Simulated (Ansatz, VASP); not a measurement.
# InGa2N3: VASP beside Ansatz

One calculation is typed for both programs; each brings its own data sets. How far apart do they land? The cell is taken from a series of runs on this material, whose earlier steps may have relaxed, scaled, displaced or heated it; both programs get it as it stands.

Calculated with Ansatz 0.2.0; plane waves, with VASP 6.6.1 beside it; G0W0 gap at HSE06 form with 5 % exact exchange, screening 0.2078 1/A with an exact-exchange share of 0.05.

## Step 1: The starting structure

The structure is orthorhombic, space group Cmc2_1 (No. 36). Conventional cell: a = 10.009 Å, b = 5.773 Å, c = 5.390 Å, α = 90.00°, β = 90.00°, γ = 90.00°. Nearest to In lie 4 N at 2.18 to 2.19 Å. Ga has 4 N at 1.97 to 1.98 Å nearest. Nearest to N lie 3 Ga at 1.97 to 1.98 Å and 1 In at 2.18 Å. Nearest to N lie 2 Ga at 1.97 Å and 2 In at 2.18 to 2.19 Å. Farther neighbours and most contacts between anions are not listed.

Coordinates:

```
In Ga N
1.0
     5.00434   -2.88652    0.00000
     5.00434    2.88652    0.00000
     0.00000    0.00000    5.39030
In Ga N
2 4 6
Cartesian
  5.0043 1.0088 5.3348
  5.0043 -1.0088 2.6396
  1.7062 0.9432 5.3503
  8.3025 0.9432 5.3503
  8.3025 -0.9432 2.6551
  1.7062 -0.9432 2.6551
  1.8041 0.8857 1.9345
  8.2046 0.8857 1.9345
  8.2046 -0.8857 4.6296
  1.8041 -0.8857 4.6296
  5.0043 1.1116 2.1313
  5.0043 -1.1116 4.8264
```

## Step 2: VASP: G0W0 gap, HSE06 form with 5 % exact exchange, screening 0.2078 1/A with an exact-exchange share of 0.05

Quasiparticle shifts depend on high empty states and on the cores, so they are the hardest test of two PAW sets.

Lines of VASP's logs that name or quote its potential files are left out, and so is its time.

The run reads the wave functions of an earlier VASP run, which isn't shown here.

INCAR reads:

```
SYSTEM = InGa2N3
PREC = Accurate
ENCUT = 450
ISMEAR = 0
SIGMA = 0.01
LREAL = .FALSE.
LHFCALC = .TRUE.
AEXX = 0.05
GGA = PE
HFSCREEN = 0.2078
LASPH = .TRUE.
NBANDS = 704
PRECFOCK = Fast
ALGO = EVGW0
NELMGW = 1
ENCUTGW = 150
NOMEGA = 64
NBANDSGW = 64
LWAVE = .FALSE.
LCHARG = .FALSE.
```

POSCAR reads:

```
InGa2N3
1.0
    5.0043409607     -2.8865205108      0.0000000000
    5.0043409607      2.8865205108      0.0000000000
    0.0000000000      0.0000000000      5.3903030000
In Ga N
2 4 6
Direct
    0.3252650000      0.6747350000      0.9896960000
    0.6747350000      0.3252650000      0.4896960000
    0.0070880000      0.3338520000      0.9925750000
    0.6661480000      0.9929120000      0.9925750000
    0.9929120000      0.6661480000      0.4925750000
    0.3338520000      0.0070880000      0.4925750000
    0.0268250000      0.3336790000      0.3588830000
    0.6663210000      0.9731750000      0.3588830000
    0.9731750000      0.6663210000      0.8588830000
    0.3336790000      0.0268250000      0.8588830000
    0.3074450000      0.6925550000      0.3953890000
    0.6925550000      0.3074450000      0.8953890000
```

KPOINTS reads:

```
Automatic mesh
0
Gamma
3 3 2
0 0 0
```

The projector-augmented-wave data sets are In_d_GW, Ga_d_GW and N_GW (PBE family, release 64).

The run is started by

```
mpirun -np 8 vasp_std
```

Numbers of over 12 decimals in the logs are rounded to 6 here.

What it wrote:

```text
[banner, memory and clock lines left out]
running    8 mpi-ranks, on    1 nodes
 distrk:  each k-point on    8 cores,    1 groups
 distr:  one band on    1 cores,    8 groups

 POSCAR found type information on POSCAR InGaN
 POSCAR found :  3 types and      12 ions
|                                                                             |
|           W    W    AA    RRRRR   N    N  II  N    N   GGGG   !!!           |
|           W    W   A  A   R    R  NN   N  II  NN   N  G    G  !!!           |
|           W    W  A    A  R    R  N N  N  II  N N  N  G       !!!           |
|           W WW W  AAAAAA  RRRRR   N  N N  II  N  N N  G  GGG   !            |
|           WW  WW  A    A  R   R   N   NN  II  N   NN  G    G                |
|           W    W  A    A  R    R  N    N  II  N    N   GGGG   !!!           |
|                                                                             |
|     For optimal performance we recommend to set                             |
|       NCORE = 2 up to number-of-cores-per-socket                            |
|     NCORE specifies how many cores store one orbital (NPAR=cpu/NCORE).      |
|     This setting can greatly improve the performance of VASP for DFT.       |
|     The default, NCORE=1 might be grossly inefficient on modern             |
|     multi-core architectures or massively parallel machines. Do your        |
|     Unfortunately you need to use the default for GW and RPA                |
|     calculations (for HF NCORE is supported but not extensively tested      |
|     yet).                                                                   |
|                                                                             |

|                                                                             |
|           W    W    AA    RRRRR   N    N  II  N    N   GGGG   !!!           |
|           W    W   A  A   R    R  NN   N  II  NN   N  G    G  !!!           |
|           W    W  A    A  R    R  N N  N  II  N N  N  G       !!!           |
|           W WW W  AAAAAA  RRRRR   N  N N  II  N  N N  G  GGG   !            |
|           WW  WW  A    A  R   R   N   NN  II  N   NN  G    G                |
|           W    W  A    A  R    R  N    N  II  N    N   GGGG   !!!           |
|                                                                             |
|     The default for ENCUTGWSOFT is different in this version of VASP.       |
|     please manually set ENCUTGWSOFT =150 in the INCAR file.                 |
|                                                                             |

 LDA part: xc-table for (Slater+PW92), standard interpolation
 found WAVECAR, reading the header
 POSCAR, INCAR and KPOINTS ok, starting setup
 FFT: planning ... GRIDC
 FFT: planning ... GRID_SOFT
 FFT: planning ... GRID
 reading WAVECAR
 the WAVECAR file was read successfully
 initial charge from wavefunction
 available memory per node:     32.91 GB, setting MAXMEM to     33702

 The Fermi energy was updated, please check that it is located mid-gap
 values below the HOMO (VB) or above the LUMO (CB) will cause erroneous energies
 E-fermi :   5.1696

 calculate exact exchange contribution
 the WAVEDER file was read successfully
energies w=
    0.000    0.000    0.475    0.000    0.949    0.000    1.421    0.000
    1.890    0.000    2.355    0.000    2.815    0.000    3.270    0.000
    3.719    0.000    4.162    0.000    4.599    0.000    5.030    0.000
    5.455    0.000    5.875    0.000    6.289    0.000    6.698    0.000
    7.103    0.000    7.504    0.000    7.902    0.000    8.298    0.000
    8.693    0.000    9.087    0.000    9.481    0.000    9.876    0.000
   10.274    0.000   10.675    0.000   11.079    0.000   11.490    0.000
   11.907    0.000   12.332    0.000   12.766    0.000   13.212    0.000
   13.670    0.000   14.144    0.000   14.634    0.000   15.144    0.000
   15.676    0.000   16.234    0.000   16.820    0.000   17.439    0.000
   18.096    0.000   18.797    0.000   19.546    0.000   20.353    0.000
   21.226    0.000   22.177    0.000   23.217    0.000   24.364    0.000
   25.637    0.000   27.061    0.000   28.667    0.000   30.496    0.000
   32.599    0.000   35.046    0.000   37.931    0.000   41.385    0.000
   45.597    0.000   50.843    0.000   57.557    0.000   66.445    0.000
   78.751    0.000   96.886    0.000  126.216    0.000  181.577    0.000
 responsefunction array rank=     664
 LDA part: xc-table for (Slater+PW92), standard interpolation

 min. memory requirement per mpi rank    785.4 MB, per node   6282.9 MB

 allocating   8 responsefunctions rank=   664
 shmem allocating  64 responsefunctions rank=   664
 response function shared by NCSHMEM nodes    1
 Doing            8  frequencies on each core in blocks of           64
NQ=   1    0.0000    0.0000    0.0000,
|.........|.........|.........|.........|.........|.........|.........|.........
 performed       1984000 updates of chi_q(r,r)
 total number of BLAS operations       6645.82 Gflops
NQ=   2    0.3333    0.0000    0.0000,
|.........|.........|.........|.........|.........|.........|.........|.........
 performed       4869000 updates of chi_q(r,r)
 total number of BLAS operations      16339.28 Gflops
NQ=   3    0.3333    0.3333    0.0000,
|.........|.........|.........|.........|.........|.........|.........|.........
 performed       7394000 updates of chi_q(r,r)
 total number of BLAS operations      24926.95 Gflops
NQ=   4   -0.3333    0.3333    0.0000,
|.........|.........|.........|.........|.........|.........|.........|.........
 performed       9738000 updates of chi_q(r,r)
 total number of BLAS operations      32804.16 Gflops
NQ=   5    0.0000    0.0000    0.5000,
|.........|.........|.........|.........|.........|.........|.........|.........
 performed      11722000 updates of chi_q(r,r)
 total number of BLAS operations      39677.88 Gflops
NQ=   6    0.3333    0.0000    0.5000,
|.........|.........|.........|.........|.........|.........|.........|.........
 performed      14607000 updates of chi_q(r,r)
 total number of BLAS operations      49431.26 Gflops
NQ=   7    0.3333    0.3333    0.5000,
|.........|.........|.........|.........|.........|.........|.........|.........
 performed      17132000 updates of chi_q(r,r)
 total number of BLAS operations      57966.33 Gflops
NQ=   8   -0.3333    0.3333    0.5000,
|.........|.........|.........|.........|.........|.........|.........|.........
 performed      19476000 updates of chi_q(r,r)
 total number of BLAS operations      65843.54 Gflops
 resolving degeneracies of screened two electron integrals

 calculate QP shifts <psi_nk| G(iteration)W_0 |psi_nk>: iteration 1
 entering main loop
```

Parts of OUTCAR (step 2):

```text
ion  position               nearest neighbor table
   1  0.325  0.675  0.990-   9 2.18  10 2.18  12 2.18  11 2.19
   2  0.675  0.325  0.490-   7 2.18   8 2.18  11 2.18  12 2.19
   3  0.007  0.334  0.993-   9 1.97  10 1.97  12 1.97   7 1.98
   4  0.666  0.993  0.993-  10 1.97   9 1.97  12 1.97   8 1.98
   5  0.993  0.666  0.493-   7 1.97   8 1.97  11 1.97   9 1.98
   6  0.334  0.007  0.493-   8 1.97   7 1.97  11 1.97  10 1.98
   7  0.027  0.334  0.359-   5 1.97   6 1.97   3 1.98   2 2.18
   8  0.666  0.973  0.359-   6 1.97   5 1.97   4 1.98   2 2.18
   9  0.973  0.666  0.859-   3 1.97   4 1.97   5 1.98   1 2.18
  10  0.334  0.027  0.859-   4 1.97   3 1.97   6 1.98   1 2.18
  11  0.307  0.693  0.395-   5 1.97   6 1.97   2 2.18   1 2.19
  12  0.693  0.307  0.895-   3 1.97   4 1.97   1 2.18   2 2.19

  LATTYP: Found a base centered orthorhombic cell.
 ALAT       =     5.7730410216
 B/A-ratio  =     1.7336931929
 C/A-ratio  =     0.9337025287

 Subroutine GETGRP returns: Found  4 space group operations
 (whereof  2 operations were pure point group operations)

The static configuration has the point symmetry C_1h.
 The point group associated with its full space group is C_2v.

 Found      8 irreducible k-points:

   k-points           NKPTS =      8   k-points in BZ     NKDIM =     18   number of bands    NBANDS=    704

   dimension x,y,z NGX =    40 NGY =   40 NGZ =   40
   dimension x,y,z NGXF=    80 NGYF=   80 NGZF=   80

   ENCUT  =  450.0 eV  33.07 Ry    5.75 a.u.   9.99  9.99  9.32*2*pi/ulx,y,z

   NELECT =     108.0000    total number of electrons

  energy-cutoff  :      450.00
  volume of cell :      155.73
      direct lattice vectors                 reciprocal lattice vectors
     5.004340961 -2.886520511  0.000000000     0.099913256 -0.173218932  0.000000000
     5.004340961  2.886520511  0.000000000     0.099913256  0.173218932  0.000000000
     0.000000000  0.000000000  5.390303000     0.000000000  0.000000000  0.185518328

 k-points in reciprocal lattice and weights: Automatic mesh
   0.00000000  0.00000000  0.00000000       0.056
   0.33333333  0.00000000  0.00000000       0.222
   0.33333333  0.33333333  0.00000000       0.111
  -0.33333333  0.33333333  0.00000000       0.111
   0.00000000  0.00000000  0.50000000       0.056
   0.33333333  0.00000000  0.50000000       0.222
   0.33333333  0.33333333  0.50000000       0.111
  -0.33333333  0.33333333  0.50000000       0.111

 E-fermi :   5.1696

 QP shifts <psi_nk| G(iteration)W_0 |psi_nk>: iteration 1
 for sc-GW calculations column KS-energies equals QP-energies in previous step
 and V_xc(KS)=  KS-energies - (<T + V_ion + V_H > + <T+V_H+V_ion>^1  + <V_x>^1)
 k-point   1 :       0.0000    0.0000    0.0000
  band No.  KS-energies  QP-energies   sigma(KS)   V_xc(KS)     V^pw_x(r,r')   Z            occupation Imag(sigma)
    ...
     51       3.7108       3.3275     -17.1210     -16.5946     -20.1289       0.7281       2.0000       0.0915
     52       4.5788       4.1749     -17.9622     -17.4077     -20.9038       0.7284       2.0000       0.0912
     53       4.6175       4.3347     -17.8848     -17.4985     -20.7182       0.7321       2.0000       0.0881
     54       4.6175       4.3347     -17.8848     -17.4985     -20.7182       0.7321       2.0000       0.0881
     55       5.7206       6.0300     -12.5418     -12.9482      -9.1208       0.7615       0.0000      -0.0499
     56       8.2914       8.6700     -11.7272     -12.2213      -7.4374       0.7663       0.0000      -0.0545
     57      10.0213      10.0708      -9.5219      -9.5858      -5.2199       0.7733       0.0000      -0.0724
     58      10.0577      10.1305      -9.6627      -9.7571      -5.3401       0.7717       0.0000      -0.0720
    ...

 k-point   2 :       0.3333    0.0000    0.0000
  band No.  KS-energies  QP-energies   sigma(KS)   V_xc(KS)     V^pw_x(r,r')   Z            occupation Imag(sigma)
    ...
     51       3.2398       2.7492     -16.7134     -16.0365     -19.7903       0.7248       2.0000       0.0944
     52       3.4426       3.0469     -16.7172     -16.1715     -19.7132       0.7250       2.0000       0.0937
     53       4.2104       3.8791     -17.5117     -17.0585     -20.4297       0.7311       2.0000       0.0896
     54       4.2372       3.8042     -17.6503     -17.0560     -20.6291       0.7285       2.0000       0.0917
     55       7.6203       8.0320     -13.6513     -14.2025     -10.1148       0.7469       0.0000      -0.0519
     56       9.2955       9.7731     -13.0325     -13.6737      -8.6278       0.7449       0.0000      -0.0582
     57      10.0820      10.5916     -12.4188     -13.0987      -7.8964       0.7496       0.0000      -0.0684
     58      10.3555      10.8070     -12.1057     -12.7073      -7.5926       0.7506       0.0000      -0.0754
    ...

 k-point   3 :       0.3333    0.3333    0.0000
  band No.  KS-energies  QP-energies   sigma(KS)   V_xc(KS)     V^pw_x(r,r')   Z            occupation Imag(sigma)
    ...
     51       3.3545       2.9446     -16.7421     -16.1768     -19.8008       0.7252       2.0000       0.0946
     52       3.3615       2.9017     -16.6768     -16.0424     -19.6825       0.7250       2.0000       0.0938
     53       4.2284       3.8966     -17.5336     -17.0800     -20.4495       0.7314       2.0000       0.0895
     54       4.2486       3.8158     -17.6466     -17.0527     -20.6218       0.7287       2.0000       0.0917
     55       7.6002       8.0061     -13.5880     -14.1304     -10.0446       0.7483       0.0000      -0.0518
     56       9.2535       9.7113     -12.8116     -13.4239      -8.4140       0.7477       0.0000      -0.0569
     57       9.7993      10.3183     -12.8317     -13.5278      -8.3794       0.7457       0.0000      -0.0697
     58      10.4224      10.7671     -11.5116     -11.9672      -7.0746       0.7565       0.0000      -0.0730
    ...

 k-point   4 :      -0.3333    0.3333    0.0000
  band No.  KS-energies  QP-energies   sigma(KS)   V_xc(KS)     V^pw_x(r,r')   Z            occupation Imag(sigma)
    ...
     51       3.5537       3.0743     -17.0807     -16.4221     -20.1396       0.7278       2.0000       0.0922
     52       3.8253       3.4504     -17.3631     -16.8490     -20.4180       0.7290       2.0000       0.0910
     53       3.9653       3.6160     -17.2852     -16.8055     -20.2490       0.7283       2.0000       0.0916
     54       4.0222       3.6842     -17.2316     -16.7674     -20.1448       0.7283       2.0000       0.0917
     55       8.4821       8.9319     -13.2704     -13.8721      -9.1784       0.7476       0.0000      -0.0553
     56       8.8437       9.2735     -12.7041     -13.2756      -8.4769       0.7519       0.0000      -0.0604
     57       9.1515       9.5307     -11.9091     -12.4110      -7.6684       0.7555       0.0000      -0.0682
     58      10.0076      10.3138     -11.0155     -11.4164      -6.4543       0.7638       0.0000      -0.0649
    ...

[... 4 further parts left out ...]
```

(Continued in part 2 of 2.)

[Lines on the potential files, build, host, timing and source positions are cut from VASP's logs without a mark.]

[Logs are printed without paths, hosts, clocks, repeated set-up lines and the standing remarks that a program may print on its own settings, such as how far it seeks lower states.]

[Hosts, paths, dates, database ids (printed as entryN), source tags and the programs' standing remarks are cut or masked in the printed files.]
